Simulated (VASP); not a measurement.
The system is BN.

```
CELL_PARAMETERS angstrom
2.49824 0.00000 0.00000
-1.24912 2.16354 0.00000
0.00000 0.00000 6.63570
ATOMIC_POSITIONS crystal
N 0.66667 0.33333 0.25000
N 0.33333 0.66667 0.75000
B 0.66667 0.33333 0.75000
B 0.33333 0.66667 0.25000
```

Base run:

```yaml
Program: VASP 6.6.1
Functional: PBE
Potentials_or_basis: VASP PAW PBE potentials, release 64 (N, B)
Cutoff: 520 eV
k_mesh: 12 × 12 × 4
Occupations: gaussian, width 0.02 eV
Spin: no spin polarisation
```

Its results: band gap on the k mesh 4.29 eV, indirect (least direct gap 4.66 eV).

**Question.** The run is repeated on the same cell with these changes: k mesh from 12 × 12 × 4 to 3 × 3 × 3. What comes out?

**Answer.** Band gap on the k mesh 4.70 eV, direct.

Caveats: some runs use coarse meshes; an odd mesh through Γ misses points on the zone boundary, where band edges often lie (some runs).

Not every run made on this cell is shown here.
